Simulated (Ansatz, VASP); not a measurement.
# Cross-check of MoPRu between VASP and Ansatz, part 2 of 2

Aim: how closely do two programs agree when they are given the same cell, functional and k mesh? The cell is taken from a series of runs on this material, whose earlier steps may have relaxed, scaled, displaced or heated it; both programs get it as it stands.

VASP 6.6.1 and Ansatz 0.2.0.

So far: Set-up; Ansatz: relaxation of cell and atoms, PBEsol.

## Step 3: VASP: relaxation of cell and atoms, PBEsol

Level of this step: PBEsol; plane waves and PAW (Mo_sv, P, Ru_pv) (VASP).

The same cell, functional, mesh and smearing now go to VASP, with its own data sets.

Lines of VASP's logs that name or quote its potential files are left out, and so is its time.

INCAR reads:

```
SYSTEM = MoPRu
PREC = Accurate
ENCUT = 500
EDIFF = 1E-07
NELM = 120
ISMEAR = 1
SIGMA = 0.2
LREAL = .FALSE.
ALGO = Normal
GGA = PS
NBANDS = 81
LASPH = .TRUE.
LORBIT = 11
LWAVE = .FALSE.
LCHARG = .FALSE.
ISIF = 3
IBRION = 2
NSW = 80
EDIFFG = -0.005
GGA_COMPAT = .FALSE.
NELMIN = 4
KPAR = 2
```

POSCAR reads:

```
MoPRu
1.0
    5.9645840000      0.0000000000      0.0000000000
    0.0000000000      3.8602570000      0.0000000000
    0.0000000000      0.0000000000      6.9114950000
Mo P Ru
4 4 4
Direct
    0.0249945344      0.2499999352      0.8291360986
    0.4750056333      0.7500000648      0.3291361710
    0.5249945344      0.2499999352      0.6708638290
    0.9750056333      0.7500000648      0.1708637567
    0.7542995455      0.2499999352      0.3837739881
    0.7457006222      0.7500000648      0.8837740605
    0.2542995455      0.2499999352      0.1162259395
    0.2457004545      0.7500000648      0.6162260119
    0.1405291635      0.2499999352      0.4317449409
    0.3594708365      0.7500000648      0.9317448685
    0.6405291635      0.2499999352      0.0682551315
    0.8594710042      0.7500000648      0.5682550591
```

KPOINTS reads:

```
Automatic mesh
0
Gamma
5 8 4
0 0 0
```

PAW data sets: Mo_sv, P and Ru_pv (PBE family, release 64).

Launch:

```bash
> mpirun -np 2 vasp_std
```

Numbers of over 12 decimals in the logs are rounded to 6 here.

Output:

```text
[banner, memory and clock lines left out]
running    2 mpi-ranks, on    1 nodes
 distrk:  each k-point on    1 cores,    2 groups
 distr:  one band on    1 cores,    1 groups

 POSCAR found type information on POSCAR MoP Ru
 POSCAR found :  3 types and      12 ions
|                                                                             |
|               ----> ADVICE to this user running VASP <----                  |
|                                                                             |
|     You enforced a specific xc type in the INCAR file but a different       |
|     [... a line on the potential file left out ...]
|     I HOPE YOU KNOW WHAT YOU ARE DOING!                                     |
|                                                                             |

 LDA part: xc-table for (Slater+PW92), standard interpolation
 POSCAR, INCAR and KPOINTS ok, starting setup
 FFT: planning ... GRIDC
 FFT: planning ... GRID_SOFT
 FFT: planning ... GRID
 WAVECAR not read
 entering main loop
       N       E                     dE             d eps       ncg     rms          rms(c)
DAV:   1     0.155213193499E+04    0.15521E+04   -0.75794E+04  7450   0.166E+03
DAV:   2    -0.432561062930E+02   -0.15954E+04   -0.15492E+04  7683   0.524E+02
DAV:   3    -0.123256868503E+03   -0.80001E+02   -0.77435E+02  9052   0.112E+02
DAV:   4    -0.125224954762E+03   -0.19681E+01   -0.19491E+01  8604   0.151E+01
DAV:   5    -0.125266955199E+03   -0.42000E-01   -0.41949E-01  9292   0.214E+00    0.539E+01
DAV:   6    -0.118559026002E+03    0.67079E+01   -0.32424E+01  8209   0.213E+01    0.150E+01
DAV:   7    -0.119050094251E+03   -0.49107E+00   -0.59976E+00  8888   0.110E+01    0.986E+00
DAV:   8    -0.118148631385E+03    0.90146E+00   -0.39547E+00  8852   0.883E+00    0.595E+00
DAV:   9    -0.118068715547E+03    0.79916E-01   -0.38234E-01  8434   0.231E+00    0.112E+00
DAV:  10    -0.118066203216E+03    0.25123E-02   -0.12553E-02  8554   0.369E-01    0.640E-01
DAV:  11    -0.118065650064E+03    0.55315E-03   -0.42446E-03  8417   0.187E-01    0.199E-01
DAV:  12    -0.118065620055E+03    0.30009E-04   -0.61594E-04  8552   0.105E-01    0.426E-02
DAV:  13    -0.118065609577E+03    0.10478E-04   -0.46381E-05  8156   0.309E-02    0.182E-02
DAV:  14    -0.118065604476E+03    0.51014E-05   -0.10731E-05  8568   0.110E-02    0.442E-03
DAV:  15    -0.118065604426E+03    0.50273E-07   -0.13665E-06  7388   0.379E-03    0.243E-03
DAV:  16    -0.118065604333E+03    0.92456E-07   -0.56493E-08  4816   0.102E-03
   1 F= -.11806560E+03 E0= -.11806431E+03  d E =-.118066E+03
[... from here on, the cycles between the ionic steps are left out ...]
   2 F= -.11806600E+03 E0= -.11806480E+03  d E =-.398989E-03
   4 F= -.11806639E+03 E0= -.11806527E+03  d E =-.216123E-03
   5 F= -.11806646E+03 E0= -.11806530E+03  d E =-.285624E-03
   6 F= -.11806663E+03 E0= -.11806545E+03  d E =-.167218E-03
   7 F= -.11806665E+03 E0= -.11806546E+03  d E =-.192593E-03
   8 F= -.11806677E+03 E0= -.11806558E+03  d E =-.118344E-03
   9 F= -.11806677E+03 E0= -.11806559E+03  d E =-.121419E-03
  10 F= -.11806678E+03 E0= -.11806561E+03  d E =-.541096E-05
  11 F= -.11806678E+03 E0= -.11806561E+03  d E =-.913846E-05
 curvature:  -0.36 expect dE=-0.730E-05 dE for cont linesearch -0.192E-10
 trial: gam= 0.58123 g(F)=  0.101E-04 g(S)=  0.990E-05 ort = 0.500E-07 (trialstep = 0.801E+00)
 search vector abs. value=  0.361E-04
 bond charge predicted
       N       E                     dE             d eps       ncg     rms          rms(c)
DAV:   1    -0.118066787070E+03   -0.57725E-05   -0.30804E-03  7301   0.374E-01    0.312E-02
DAV:   2    -0.118066794217E+03   -0.71471E-05   -0.18678E-04  7751   0.700E-02    0.140E-02
DAV:   3    -0.118066793106E+03    0.11106E-05   -0.23436E-05  8977   0.231E-02    0.127E-02
DAV:   4    -0.118066790576E+03    0.25306E-05   -0.74148E-06  8812   0.125E-02    0.352E-03
DAV:   5    -0.118066790159E+03    0.41662E-06   -0.52505E-07  7065   0.255E-03    0.121E-03
DAV:   6    -0.118066790013E+03    0.14578E-06   -0.58701E-08  4317   0.111E-03    0.792E-04
DAV:   7    -0.118066789909E+03    0.10408E-06   -0.13252E-08  3930   0.473E-04    0.355E-04
DAV:   8    -0.118066789857E+03    0.52436E-07   -0.50354E-09  3833   0.281E-04
  12 F= -.11806679E+03 E0= -.11806562E+03  d E =-.860782E-05
 trial-energy change:   -0.000009  1 .order   -0.000009   -0.000016   -0.000002
 step:   0.8932(harm=  0.8932)  dis= 0.00047  next Energy=  -118.066790 (dE=-0.895E-05)
 reached required accuracy - stopping structural energy minimisation
```

From OUTCAR (step 3):

```text
ion  position               nearest neighbor table
   1  0.025  0.250  0.829-   7 2.41   6 2.58   6 2.58   8 2.76   8 2.76  12 2.82  12 2.82  11 2.83
                             9 2.83  10 2.87  10 2.87   4 3.06   4 3.06   3 3.18   3 3.18
   2  0.475  0.750  0.329-   8 2.41   5 2.58   5 2.58   7 2.76   7 2.76  11 2.82  11 2.82  12 2.83
                            10 2.83   9 2.87   9 2.87   3 3.06   3 3.06   4 3.18   4 3.18
   3  0.525  0.250  0.671-   5 2.41   8 2.58   8 2.58   6 2.76   6 2.76  10 2.82  10 2.82   9 2.83
                            11 2.83  12 2.87  12 2.87   2 3.06   2 3.06   1 3.18   1 3.18
   4  0.975  0.750  0.171-   6 2.41   7 2.58   7 2.58   5 2.76   5 2.76   9 2.82   9 2.82  10 2.83
                            12 2.83  11 2.87  11 2.87   1 3.06   1 3.06   2 3.18   2 3.18
   5  0.754  0.250  0.384-  11 2.28   9 2.33  12 2.40  12 2.40   3 2.41   2 2.58   2 2.58   4 2.76
                             4 2.76
   6  0.746  0.750  0.884-  12 2.28  10 2.33  11 2.40  11 2.40   4 2.41   1 2.58   1 2.58   3 2.76
                             3 2.76
   7  0.254  0.250  0.116-   9 2.28  11 2.33  10 2.40  10 2.40   1 2.41   4 2.58   4 2.58   2 2.76
                             2 2.76
   8  0.246  0.750  0.616-  10 2.28  12 2.33   9 2.40   9 2.40   2 2.41   3 2.58   3 2.58   1 2.76
                             1 2.76
   9  0.141  0.250  0.432-   7 2.28   5 2.33   8 2.40   8 2.40  12 2.73  12 2.73   4 2.82   4 2.82
                             3 2.83   1 2.83   2 2.87   2 2.87
  10  0.359  0.750  0.932-   8 2.28   6 2.33   7 2.40   7 2.40  11 2.73  11 2.73   3 2.82   3 2.82
                             4 2.83   2 2.83   1 2.87   1 2.87
  11  0.641  0.250  0.068-   5 2.28   7 2.33   6 2.40   6 2.40  10 2.73  10 2.73   2 2.82   2 2.82
                             1 2.83   3 2.83   4 2.87   4 2.87
  12  0.859  0.750  0.568-   6 2.28   8 2.33   5 2.40   5 2.40   9 2.73   9 2.73   1 2.82   1 2.82
                             2 2.83   4 2.83   3 2.87   3 2.87

  LATTYP: Found a simple orthorhombic cell.
 ALAT       =     3.8602570000
 B/A-ratio  =     1.5451261406
 C/A-ratio  =     1.7904235392

 Subroutine GETGRP returns: Found  8 space group operations
 (whereof  2 operations were pure point group operations)

The static configuration has the point symmetry S_2 .
 The point group associated with its full space group is D_2h.

 Found     45 irreducible k-points:

   k-points           NKPTS =     45   k-points in BZ     NKDIM =     45   number of bands    NBANDS=     81

   dimension x,y,z NGX =    48 NGY =   28 NGZ =   50
   dimension x,y,z NGXF=    96 NGYF=   56 NGZF=  100

   ENCUT  =  500.0 eV  36.75 Ry    6.06 a.u.  10.87  7.04 12.60*2*pi/ulx,y,z

   NELECT =     132.0000    total number of electrons

 k-points in reciprocal lattice and weights: Automatic mesh
   0.00000000  0.00000000  0.00000000       0.006
   0.20000000  0.00000000  0.00000000       0.013
   0.40000000  0.00000000  0.00000000       0.013
   0.00000000  0.12500000  0.00000000       0.013
   0.20000000  0.12500000  0.00000000       0.025
   0.40000000  0.12500000  0.00000000       0.025
   0.00000000  0.25000000  0.00000000       0.013
   0.20000000  0.25000000  0.00000000       0.025
   0.40000000  0.25000000  0.00000000       0.025
[...]
0.20000000  0.50000000  0.50000000       0.013
   0.40000000  0.50000000  0.50000000       0.013

 average (electrostatic) potential at core
       1 -68.4869       2 -68.4868       3 -68.4868       4 -68.4868       5 -76.2048
       6 -76.2048       7 -76.2048       8 -76.2048       9 -66.5133      10 -66.5132
      11 -66.5132      12 -66.5133

 E-fermi :  12.9771

 k-point     1 :       0.0000    0.0000    0.0000
  band No.  band energies     occupation
    ...
     62      12.0827      2.00000
     63      12.3849      2.00023
     64      12.5422      2.00873
     65      12.6463      2.04117
     66      13.0024      0.78821
     67      13.6850     -0.00001
     68      13.7651     -0.00000
     69      13.8581     -0.00000
     70      14.1252     -0.00000
     71      14.2509     -0.00000
    ...

 k-point     2 :       0.2000    0.0000    0.0000
  band No.  band energies     occupation
    ...
     62      12.1897      2.00000
     63      12.2393      2.00000
     64      12.4257      2.00068
     65      12.6305      2.03425
     66      12.8477      1.88015
     67      13.6997     -0.00000
     68      13.8502     -0.00000
     69      13.8675     -0.00000
     70      14.1771     -0.00000
     71      14.1995     -0.00000
    ...

 k-point     3 :       0.4000    0.0000    0.0000
  band No.  band energies     occupation
    ...
     62      11.9130      2.00000
     63      12.0839      2.00000
     64      12.2805      2.00001
     65      12.9091      1.54070
     66      12.9690      1.06866
     67      13.4067     -0.00964
     68      13.5317     -0.00063
     69      14.3466     -0.00000
     70      14.4401     -0.00000
     71      14.5281     -0.00000
    ...

  Total        0.0020092     -0.0012719      0.0111256     -0.0000000      0.0000000      0.0000000
  in kB        0.0202204     -0.0128006      0.1119658     -0.0000000      0.0000000      0.0000000
  external PRESSURE =       0.0397952 kB  Pullay stress =       0.0000000 kB

  energy-cutoff  :      500.00
  volume of cell :      159.20
      direct lattice vectors                 reciprocal lattice vectors
     5.974900518 -0.000000000  0.000000000     0.167366803  0.000000000  0.000000000
    -0.000000000  3.852067995  0.000000000     0.000000000  0.259600817  0.000000000
     0.000000000  0.000000000  6.917112027     0.000000000  0.000000000  0.144569005

 POSITION                                       TOTAL-FORCE (eV/Angst)
 -----------------------------------------------------------------------------------
      0.15259      0.96302      5.73813         0.000421     -0.000000      0.000384
      2.83486      2.88905      2.27958        -0.000421      0.000000      0.000384
      3.14004      0.96302      4.63753         0.000421     -0.000000     -0.000384
      5.82231      2.88905      1.17898        -0.000421      0.000000     -0.000384
      4.51136      0.96302      2.65148        -0.000522     -0.000000      0.000067
      4.45100      2.88905      6.11004         0.000522      0.000000      0.000067
      1.52391      0.96302      0.80708        -0.000522     -0.000000     -0.000067
      1.46354      2.88905      4.26563         0.000522      0.000000     -0.000067
      0.84181      0.96302      2.98768         0.000009      0.000000      0.001965
      2.14564      2.88905      6.44624        -0.000009     -0.000000      0.001965
      3.82926      0.96302      0.47087         0.000009      0.000000     -0.001965
      5.13309      2.88905      3.92943        -0.000009      0.000000     -0.001965
 -----------------------------------------------------------------------------------
    total drift:                                0.000711      0.002617     -0.001963

  FREE ENERGIE OF THE ION-ELECTRON SYSTEM (eV)
  ---------------------------------------------------
  free  energy   TOTEN  =      -118.0667898569 eV

  energy  without entropy=     -118.0632917378  energy(sigma->0) =     -118.06562382

 reached required accuracy - stopping structural energy minimisation

 total charge
# of ion       s       p       d       tot
------------------------------------------
    1        2.267   6.179   3.991  12.437
    2        2.267   6.179   3.991  12.437
    3        2.267   6.179   3.991  12.437
    4        2.267   6.179   3.991  12.437
    5        0.982   1.469   0.000   2.451
    6        0.982   1.469   0.000   2.451
    7        0.982   1.469   0.000   2.451
    8        0.982   1.469   0.000   2.451
    9        0.367   6.365   6.225  12.958
   10        0.367   6.365   6.225  12.958
   11        0.367   6.365   6.225  12.958
   12        0.367   6.365   6.225  12.958
--------------------------------------------------
tot         14.467  56.052  40.862 111.381

[... 3 further parts left out ...]
```

CONTCAR:

```
MoPRu
   1.00000000000000
     5.9749005180083925   -0.0000000000000000    0.0000000000000000
    -0.0000000000000000    3.8520679951709496    0.0000000000000000
     0.0000000000000000    0.0000000000000000    6.9171120271055662
  Mo              P               Ru
     4     4     4
Direct
     0.0255386379299959    0.2499999352000017    0.8295564023338531
     0.4744615297700056    0.7500000647999983    0.3295564747338519
     0.5255386379299959    0.2499999352000017    0.6704435252661480
     0.9744615297700056    0.7500000647999983    0.1704434529661510
     0.7550512253831401    0.2499999352000017    0.3833216469308910
     0.7449489423168543    0.7500000647999983    0.8833217193308901
     0.2550512253831401    0.2499999352000017    0.1166782806691101
     0.2449487746168600    0.7500000647999983    0.6166783530691088
     0.1408917722060438    0.2499999352000017    0.4319261641668299
     0.3591082277939562    0.7500000647999983    0.9319260917668238
     0.6408917722060438    0.2499999352000017    0.0680739082331761
     0.8591083954939577    0.7500000647999983    0.5680738358331702
```

The PAW data sets were made with PBE, which is usual practice but a small mismatch for other functionals. The run keeps the 8 symmetry operations of its start, so it cannot find a distortion of lower symmetry.

## Step 4: Differences

Known differences besides the potentials themselves: the data sets hold 140 valence electrons in Ansatz (on its PAW soft_1 files) and 132 in VASP; the cutoff is 420 eV in Ansatz and 500 eV in VASP; Ansatz makes its cores anew for this functional, VASP keeps those of its PBE data sets. Total energies have different zeros and are not compared.

Compared:

| quantity | Ansatz | VASP | difference |
| --- | --- | --- | --- |
| volume (Å³) | 159.07 | 159.20 | -0.08 % |
| edge a after relaxation, in the typed setting (Å) | 5.973 | 5.975 | -0.03 % |
| edge b after relaxation, in the typed setting (Å) | 3.851 | 3.852 | -0.03 % |
| edge c after relaxation, in the typed setting (Å) | 6.916 | 6.917 | -0.02 % |

## Step 5: What came out

```json
{"difference in volume (relaxation of cell and atoms, PBEsol)": "-0.083 %"}
```

The difference in volume is -0.083 % (relaxation of cell and atoms, PBEsol), within the 1.2 % picked in this series as the mark of a large difference, as far as the stopping tolerances let one tell. The data sets hold unlike numbers of valence electrons (140 in Ansatz and 132 in VASP), so part of the differences comes from the potentials. 1 further run of this series is not shown here. Such differences can come from data sets, numerical settings and the points named under the comparisons, not from the functional's error against experiment.

[Lines on the potential files, build, host, timing and source positions are cut from VASP's logs without a mark.]

[Logs are printed without paths, hosts, clocks, repeated set-up lines and the standing remarks that a program may print on its own settings, such as how far it seeks lower states.]

[Hosts, paths, dates, database ids (printed as entryN), source tags and the programs' standing remarks are cut or masked in the printed files.]
